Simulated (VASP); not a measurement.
Input:

```
MoS2
1.0
    1.58425    -2.74400     0.00000
    1.58425     2.74400     0.00000
    0.00000     0.00000    16.34355
Mo S
2 4
Direct
  0.33333   0.66667   0.25000
  0.66667   0.33333   0.75000
  0.33333   0.66667   0.84613
  0.66667   0.33333   0.34613
  0.66667   0.33333   0.15387
  0.33333   0.66667   0.65387
```

Level of theory: AM05 GGA, VASP's PBE PAW potentials (set 64) (plane waves; VASP). Settings: 520 eV cut-off, 8×8×2 Γ-centred mesh, Gaussian smearing of 0.050 eV, potentials Mo_sv S.

Without a dispersion term in the relaxation, distances and binding between the weakly bound layers, chains or molecules are unreliable, and so is what depends on them.

Task: The ions and cell shape at fixed volume are relaxed. What does this cell relax into?

Result: 
```
MoS2
1.0
    1.56891    -2.71744     0.00000
    1.56891     2.71744     0.00000
    0.00000     0.00000    16.66458
Mo S
2 4
Direct
  0.33333   0.66667   0.25000
  0.66667   0.33333   0.75000
  0.33333   0.66667   0.84334
  0.66667   0.33333   0.34334
  0.66667   0.33333   0.15666
  0.33333   0.66667   0.65666
```
Space group P6_3/mmc (194), at a tolerance of 0.03 Å.

Task: How much energy does the relaxation gain?

Result: The energy (σ→0) changes by -7.3 meV/atom, in 8 ionic steps.

```tsv
step	E(σ→0) (eV)	max force (eV/Å)	pressure (GPa)	volume (Å³)
1	-45.4617	0.490	-3.26	142.10
2	-45.4851	0.023	-1.50	142.10
3	-45.4851	0.025	-1.51	142.10
4	-45.4991	0.006	-0.81	142.10
5	-45.5055	0.019	0.10	142.10
6	-45.5054	0.018	0.06	142.10
7	-45.5055	0.018	-0.06	142.10
8	-45.5055	0.001	-0.01	142.10
```

The compound is MoS2 in the 2H layered structure. This cell is one point of a volume scan, at 1.03 of the reference volume. Symmetry was kept, so distortions that lower it aren't found.
